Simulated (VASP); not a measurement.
Consider the following.

```
NaH
1.0
    0.00000     2.33274     2.33274
    2.33274     0.00000     2.33274
    2.33274     2.33274     0.00000
Na H
1 1
Direct
  0.00000   0.00000   0.00000
  0.50000   0.50000   0.50000
```

These are LDA (Ceperley-Alder, Perdew-Zunger), VASP's LDA PAW potentials (set 64) (plane waves; VASP 6.6.1) values and carry that method's errors. Numerical set-up: 400 eV cut-off, 10×10×10 Γ-centred mesh, Gaussian smearing of 0.010 eV, potentials Na_pv H.

### Question
Give the electronic dielectric tensor ε∞ (DFPT, local fields included).

### Answer

```
3.34  0.00  0.00
0.00  3.34  0.00
0.00  0.00  3.34
```

### Question
Give the Born effective charges.

### Answer

```csv
atom,Z*xx,Z*yy,Z*zz,mean
Na1,0.94,0.94,0.94,0.94
H2,-0.94,-0.94,-0.94,-0.94
```

### Question
And the static tensor with the ions free?

### Answer

```
8.61  0.00  0.00
0.00  8.61  0.00
0.00  0.00  8.61
```

### Question
Which frequencies do the optical Γ-point modes have (no LO-TO splitting)?

### Answer
584 (×3) cm⁻¹.

The compound is NaH in the rock salt structure. It was relaxed first, which changed the volume by -13 %.
